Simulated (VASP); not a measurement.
MnSi (B20): computed properties

The numbers are results of PBE GGA, VASP's PBE PAW potentials (set 64) (plane waves; VASP), not measurements.

| Property | Result |
|---|---|
| space group | P2_13 (198) |
| cell | a = 4.5121 Å, b = 4.5121 Å, c = 4.5121 Å, α = 90.00°, β = 90.00°, γ = 90.00° |
| volume per atom | 11.48 Å³/atom |
| band gap (over mesh and band path) | none (metal, semimetal or under 0.01 eV) |
| cell moment | 4.00 μB |
| density | 6.00 g/cm³ |

```
MnSi
1.0
    4.51207     0.00000     0.00000
    0.00000     4.51207     0.00000
    0.00000     0.00000     4.51207
Mn Si
4 4
Direct
  0.86336   0.63664   0.36336
  0.36336   0.86336   0.63664
  0.13664   0.13664   0.13664
  0.63664   0.36336   0.86336
  0.15480   0.34520   0.65480
  0.65480   0.15480   0.34520
  0.84520   0.84520   0.84520
  0.34520   0.65480   0.15480
```
Starting moments (μB, in the order of the record's atoms Mn Mn Mn Mn Si Si Si Si): 1.1 1.1 1.1 1.1 0.0 0.0 0.0 0.0.

Measured: a 4.560 Å (computed value off by -1.0 %), as given by Wikipedia, Manganese monosilicide. The calculation is for a static lattice, while the measured a holds thermal and zero-point effects, which are part of the difference. The moments were started parallel, and other spin orders were not tried in this run.

The compound is MnSi in the B20 structure. It was relaxed first. Symmetry was kept, so distortions that lower it aren't found.
